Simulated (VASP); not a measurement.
MgB2:

```
CELL_PARAMETERS angstrom
3.08500 0.00000 0.00000
-1.54250 2.67169 0.00000
0.00000 0.00000 3.52300
ATOMIC_POSITIONS crystal
Mg 0.00000 0.00000 0.00000
B 0.33333 0.66667 0.50000
B 0.66667 0.33333 0.50000
```

```yaml
Program: VASP 6.6.1
Task: relaxation of cell and atoms
Functional: PBEsol
Potentials_or_basis: VASP PAW PBE potentials, release 64 (Mg, B)
Cutoff: 600 eV
k_mesh: 15 × 15 × 10
Occupations: methfessel-paxton, width 0.1 eV
Spin: no spin polarisation
```

At the start: pressure -3.3 GPa; volume 9.68 Å³/atom.

**Question.** Where does the relaxation end?

**Answer.** Over 5 steps the energy falls by 2.2 meV/atom and the volume is 9.49 Å³/atom (-2.0 %); space group P6/mmm (No. 191, to 0.05 Å).

Step by step:
```csv
step,energy change (eV),largest force (eV/Å),pressure (GPa),volume (Å³)
1,0.0000,0.0000,-3.26,29.04
2,-0.0051,0.0000,1.45,28.22
3,-0.0065,0.0000,-0.07,28.47
4,-0.0065,0.0000,-0.14,28.48
5,-0.0065,0.0000,-0.08,28.46
```

Final structure:
```xyz
3
Lattice="3.0612 0.0000 0.0000 -1.5306 2.6510 0.0000 0.0000 0.0000 3.5071" Properties=species:S:1:pos:R:3 pbc="T T T"
Mg    1.5306    2.6510    3.5071
B     0.0000    1.7674    1.7536
B     1.5306    0.8837    1.7536
```

Caveat: the PAW data sets were made with another functional, which shifts forces and pressure a little.
